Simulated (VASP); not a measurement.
Method: rev-vdW-DF2, VASP's PBE PAW potentials (set 64) (plane waves; VASP).

Input for VASP

### KPOINTS
```
K-points
0
gamma
7 7 7
```

File POSCAR:
```
HfO2
1
    0.0000000000     2.5104630631     2.5104630631
    2.5104630631     0.0000000000     2.5104630631
    2.5104630631     2.5104630631     0.0000000000
Hf O
1 2
Direct
  0.0000000000   0.0000000000   0.0000000000
  0.2500000000   0.2500000000   0.2500000000
  0.7500000000   0.7500000000   0.7500000000
```

**INCAR**
```
# general
SYSTEM    =  HfO2
PREC      =  Accurate
ENCUT     =  520   # plane-wave cut-off (eV)
LREAL     =  F
LASPH     =  T

# electronic loop
EDIFF     =  1E-6   # SCF stop (eV)
NELM      =  100
ALGO      =  Normal
LMAXMIX   =  6   # l cut-off of mixed one-centre charges

# smearing
ISMEAR    =  0
SIGMA     =  0.05   # width (eV)

# functional
GGA       =  MK
LUSE_VDW  =  T
AGGAC     =  0.0
PARAM1    =  0.1234568
PARAM2    =  0.7114
ZAB_VDW   =  -1.8867

# ions
IBRION    =  2   # conjugate gradients
NSW       =  60
ISIF      =  3
EDIFFG    =  -0.02   # ionic stop

# output
LWAVE     =  F
LCHARG    =  F
```

POTCAR, in this order: Hf_pv O (PBE.64 set). Program: vasp_std.

What VASP printed:

**OSZICAR**
```
       N       E                     dE             d eps       ncg     rms          rms(c)
DAV:   1     0.111063946738E+03    0.11106E+03   -0.13079E+04   600   0.146E+03
DAV:   2    -0.276139949617E+02   -0.13868E+03   -0.13636E+03   761   0.331E+02
DAV:   3    -0.315392879354E+02   -0.39253E+01   -0.39219E+01   775   0.546E+01
DAV:   4    -0.315595117451E+02   -0.20224E-01   -0.20222E-01   761   0.427E+00
DAV:   5    -0.315596758258E+02   -0.16408E-03   -0.16408E-03   803   0.351E-01    0.514E+01
DAV:   6    -0.259031543808E+02    0.56565E+01   -0.29932E+01   663   0.391E+01    0.452E+01
DAV:   7    -0.258021744233E+02    0.10098E+00   -0.76563E-01   712   0.825E+00    0.298E+01
DAV:   8    -0.257697632777E+02    0.32411E-01   -0.19591E-01   747   0.477E+00    0.593E+00
DAV:   9    -0.257601505575E+02    0.96127E-02   -0.38426E-02   719   0.178E+00    0.169E+00
DAV:  10    -0.257599629947E+02    0.18756E-03   -0.36483E-03   804   0.481E-01    0.193E-01
DAV:  11    -0.257599455873E+02    0.17407E-04   -0.22154E-04   670   0.129E-01    0.166E-01
DAV:  12    -0.257599458282E+02   -0.24089E-06   -0.18453E-05   803   0.354E-02    0.192E-02
DAV:  13    -0.257599460933E+02   -0.26511E-06   -0.12975E-06   496   0.976E-03
   1 F= -.25759946E+02 E0= -.25759946E+02  d E =-.257599E+02
       N       E                     dE             d eps       ncg     rms          rms(c)
DAV:   1    -0.259556818421E+02   -0.19574E+00   -0.51781E+00   663   0.219E+01    0.710E+00
DAV:   2    -0.257816121584E+02    0.17407E+00   -0.83190E-01   635   0.688E+00    0.211E+00
DAV:   3    -0.257553560123E+02    0.26256E-01   -0.43722E-02   729   0.176E+00    0.148E+00
DAV:   4    -0.257489597575E+02    0.63963E-02   -0.21667E-02   754   0.125E+00    0.103E+00
DAV:   5    -0.257489971194E+02   -0.37362E-04   -0.44166E-04   663   0.178E-01    0.105E+00
DAV:   6    -0.257498720879E+02   -0.87497E-03   -0.41525E-03   656   0.417E-01    0.157E+00
DAV:   7    -0.257705859990E+02   -0.20714E-01   -0.21735E-01   621   0.316E+00    0.899E+00
DAV:   8    -0.257489200176E+02    0.21666E-01   -0.12230E-01   614   0.249E+00    0.116E+00
DAV:   9    -0.257490155878E+02   -0.95570E-04   -0.79837E-03   747   0.649E-01    0.612E-01
DAV:  10    -0.257488880801E+02    0.12751E-03   -0.18022E-03   628   0.294E-01    0.249E-01
DAV:  11    -0.257488769356E+02    0.11145E-04   -0.60828E-05   656   0.655E-02    0.128E-01
DAV:  12    -0.257488758006E+02    0.11350E-05   -0.22740E-05   670   0.321E-02    0.155E-02
DAV:  13    -0.257488760996E+02   -0.29899E-06   -0.50937E-07   356   0.675E-03
   2 F= -.25748876E+02 E0= -.25748876E+02  d E =0.110700E-01
       N       E                     dE             d eps       ncg     rms          rms(c)
DAV:   1    -0.258454933631E+02   -0.96618E-01   -0.19615E+00   656   0.136E+01    0.426E+00
DAV:   2    -0.257795262963E+02    0.65967E-01   -0.30435E-01   635   0.416E+00    0.127E+00
DAV:   3    -0.257698760040E+02    0.96503E-02   -0.14332E-02   699   0.107E+00    0.870E-01
DAV:   4    -0.257675855144E+02    0.22905E-02   -0.77622E-03   754   0.754E-01    0.638E-01
DAV:   5    -0.257675732502E+02    0.12264E-04   -0.18687E-04   677   0.116E-01    0.428E-01
DAV:   6    -0.257675677577E+02    0.54925E-05   -0.86554E-05   796   0.567E-02    0.546E-02
DAV:   7    -0.257675664060E+02    0.13517E-05   -0.10130E-05   698   0.220E-02    0.210E-02
DAV:   8    -0.257675662120E+02    0.19402E-06   -0.55670E-07   356   0.680E-03
   3 F= -.25767566E+02 E0= -.25767566E+02  d E =-.762012E-02
```

**OUTCAR**
```
------------------------ aborting loop because EDIFF is reached ----------------------------------------
  FORCE on cell =-STRESS in cart. coord.  units (eV):
  Direction    XX          YY          ZZ          XY          YZ          ZX
  --------------------------------------------------------------------------------------
  Total       -0.0096779     -0.0096779     -0.0096779      0.0000000      0.0000000     -0.0000000
  in kB       -0.4817556     -0.4817556     -0.4817556      0.0000000      0.0000000     -0.0000000
  external PRESSURE =      -0.4817556 kB  Pullay stress =       0.0000000 kB
  volume of cell :       32.19
      direct lattice vectors                 reciprocal lattice vectors
     0.000000000  2.524713042  2.524713042    -0.198042309  0.198042309  0.198042309
     2.524713042  0.000000000  2.524713042     0.198042309 -0.198042309  0.198042309
     2.524713042  2.524713042  0.000000000     0.198042309  0.198042309 -0.198042309
 POSITION                                       TOTAL-FORCE (eV/Angst)
 -----------------------------------------------------------------------------------
      0.00000      0.00000      0.00000        -0.000000     -0.000000     -0.000000
      1.26236      1.26236      1.26236        -0.000000     -0.000000     -0.000000
      3.78707      3.78707      3.78707         0.000000      0.000000      0.000000
 -----------------------------------------------------------------------------------
    total drift:                                0.000000      0.000000      0.000000
  FREE ENERGIE OF THE ION-ELECTRON SYSTEM (eV)
  ---------------------------------------------------
  free  energy   TOTEN  =       -25.7675662120 eV

  energy  without entropy=      -25.7675662120  energy(sigma->0) =      -25.76756621

 reached required accuracy - stopping structural energy minimisation
```
(Selected blocks of OUTCAR.)

**CONTCAR**
```
HfO2
   1.00000000000000
     0.0000000000000000    2.5247130415638246    2.5247130415638246
     2.5247130415638246    0.0000000000000000    2.5247130415638246
     2.5247130415638246    2.5247130415638246    0.0000000000000000
  Hf              O
     1     2
Direct
     0.0000000000000000    0.0000000000000000    0.0000000000000000
     0.2500000000000000    0.2500000000000000    0.2500000000000000
     0.7500000000000000    0.7500000000000000    0.7500000000000000
```

The compound is HfO2 in the fluorite structure, the high-temperature cubic form, which is unstable at 0 K; the monoclinic form is the stable one. This run relaxes it. Symmetry was kept, so distortions that lower it aren't found. The start is the result of an earlier pass.
